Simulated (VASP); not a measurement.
All values below come from PBEsol GGA, VASP's PBE PAW potentials (set 64) (plane waves; VASP).

VASP ran on this input.

POSCAR:
```
Al3Ni2
1
    1.9974875632    -3.4597504038    -0.0000000000
    1.9974875632     3.4597504038    -0.0000000000
   -0.0000000000    -0.0000000000     4.8757715972
Al Ni
3 2
Direct
  0.0000000000   0.0000000000   0.0000000000
  0.3333330000   0.6666670000   0.6477267734
  0.6666670000   0.3333330000   0.3522732266
  0.3333330000   0.6666670000   0.1459615171
  0.6666670000   0.3333330000   0.8540384829
```

INCAR:
```
ALGO  =  Normal
EDIFF  =  1E-7
ENCUT  =  400
GGA  =  PS
ISIF  =  2
ISMEAR  =  -5
LASPH  =  .True.
LCHARG  =  .True.
LEFG  =  .True.
LMAXMIX  =  4
LORBIT  =  11
LREAL  =  .False.
LWAVE  =  .False.
NEDOS  =  601
NELM  =  100
PREC  =  Accurate
SYSTEM  =  Al3Ni2
```

**KPOINTS**
```
Automatic
0
Gamma
 10 10 7
0 0 0
```

POTCAR, in this order: Al Ni (PBE.64 set). Program: vasp_std.

What VASP printed:

### OSZICAR
```
       N       E                     dE             d eps       ncg     rms          rms(c)
DAV:   1     0.123594664813E+03    0.12359E+03   -0.10238E+04  2880   0.133E+03
DAV:   2    -0.248269353101E+02   -0.14842E+03   -0.14448E+03  2882   0.292E+02
DAV:   3    -0.310629287511E+02   -0.62360E+01   -0.61183E+01  3432   0.748E+01
DAV:   4    -0.312427257627E+02   -0.17980E+00   -0.17897E+00  3604   0.115E+01
DAV:   5    -0.312479760805E+02   -0.52503E-02   -0.52472E-02  3574   0.191E+00    0.192E+01
DAV:   6    -0.377771206579E+02   -0.65291E+01   -0.12819E+02  3366   0.197E+02    0.270E+01
DAV:   7    -0.278330289971E+02    0.99441E+01   -0.36877E+01  3186   0.114E+02    0.357E+00
DAV:   8    -0.277499018646E+02    0.83127E-01   -0.37830E+00  4232   0.227E+01    0.267E+00
DAV:   9    -0.276726672898E+02    0.77235E-01   -0.46412E-01  3372   0.116E+01    0.812E-01
DAV:  10    -0.276658897123E+02    0.67776E-02   -0.42563E-02  3952   0.341E+00    0.223E-01
DAV:  11    -0.276659912156E+02   -0.10150E-03   -0.24240E-03  4354   0.694E-01    0.126E-01
DAV:  12    -0.276660105267E+02   -0.19311E-04   -0.70960E-05  3172   0.741E-02    0.470E-02
DAV:  13    -0.276659540690E+02    0.56458E-04   -0.91458E-05  4426   0.133E-01    0.172E-02
DAV:  14    -0.276659391269E+02    0.14942E-04   -0.17578E-05  4420   0.568E-02    0.437E-03
DAV:  15    -0.276659423503E+02   -0.32233E-05   -0.17041E-06  4372   0.194E-02    0.255E-03
DAV:  16    -0.276659404264E+02    0.19238E-05   -0.23233E-07  1776   0.867E-03    0.748E-04
DAV:  17    -0.276659408137E+02   -0.38724E-06   -0.48642E-08  1558   0.362E-03    0.282E-04
DAV:  18    -0.276659406728E+02    0.14084E-06   -0.12378E-08  1542   0.137E-03    0.345E-04
DAV:  19    -0.276659410180E+02   -0.34515E-06   -0.90682E-09  1522   0.191E-03    0.956E-05
DAV:  20    -0.276659409609E+02    0.57076E-07   -0.11293E-09  1514   0.521E-04
   1 F= -.27665941E+02 E0= -.27665941E+02  d E =0.000000E+00
```

File OUTCAR:
```
------------------------ aborting loop because EDIFF is reached ----------------------------------------
  FORCE on cell =-STRESS in cart. coord.  units (eV):
  Direction    XX          YY          ZZ          XY          YZ          ZX
  --------------------------------------------------------------------------------------
  Total        0.0787616      0.0787617     -0.1863160     -0.0000000      0.0000000      0.0000000
  in kB        1.8725057      1.8725062     -4.4295379     -0.0000000      0.0000000      0.0000000
  external PRESSURE =      -0.2281753 kB  Pullay stress =       0.0000000 kB
  volume of cell :       67.39
      direct lattice vectors                 reciprocal lattice vectors
     1.997487563 -3.459750404  0.000000000     0.250314450 -0.144519096  0.000000000
     1.997487563  3.459750404  0.000000000     0.250314450  0.144519096  0.000000000
     0.000000000  0.000000000  4.875771597     0.000000000  0.000000000  0.205095743
 POSITION                                       TOTAL-FORCE (eV/Angst)
 -----------------------------------------------------------------------------------
      0.00000      0.00000      0.00000        -0.000000     -0.000000      0.000000
      1.99749      1.15325      3.15817        -0.000000     -0.000000      0.016264
      1.99749     -1.15325      1.71760        -0.000000     -0.000000     -0.016264
      1.99749      1.15325      0.71168         0.000000      0.000000     -0.007545
      1.99749     -1.15325      4.16410         0.000000     -0.000000      0.007545
 -----------------------------------------------------------------------------------
    total drift:                               -0.000000     -0.000000      0.000000
  FREE ENERGIE OF THE ION-ELECTRON SYSTEM (eV)
  ---------------------------------------------------
  free  energy   TOTEN  =       -27.6659409609 eV

  energy  without entropy=      -27.6659409609  energy(sigma->0) =      -27.66594096

 total charge

# of ion       s       p       d       tot
------------------------------------------
    1        0.411   0.409   0.000   0.820
    2        0.398   0.402   0.000   0.799
    3        0.398   0.402   0.000   0.799
    4        0.522   0.604   8.443   9.570
    5        0.522   0.604   8.443   9.570
--------------------------------------------------
tot          2.250   2.421  16.887  21.558

 Electric field gradients after diagonalization (V/A^2)
 (convention: |V_zz| > |V_xx| > |V_yy|)
----------------------------------------------------------------------
 ion       V_xx      V_yy      V_zz     asymmetry (V_yy - V_xx)/ V_zz
----------------------------------------------------------------------
   1     -23.173   -23.173    46.345       0.000
   2      13.237    13.237   -26.475       0.000
   3      13.237    13.237   -26.475       0.000
   4       1.778     1.772    -3.549       0.002
   5       1.778     1.772    -3.549       0.002
```
(Selected blocks of OUTCAR.)

For a metal the tetrahedron method with Blöchl corrections gives inexact stress and forces.

The compound is Al3Ni2 in the sg164 structure. It was relaxed first. The run is not spin-polarised, so no magnetic state was tried. The electron count is odd and the run is not spin-polarised, which forces a metal.
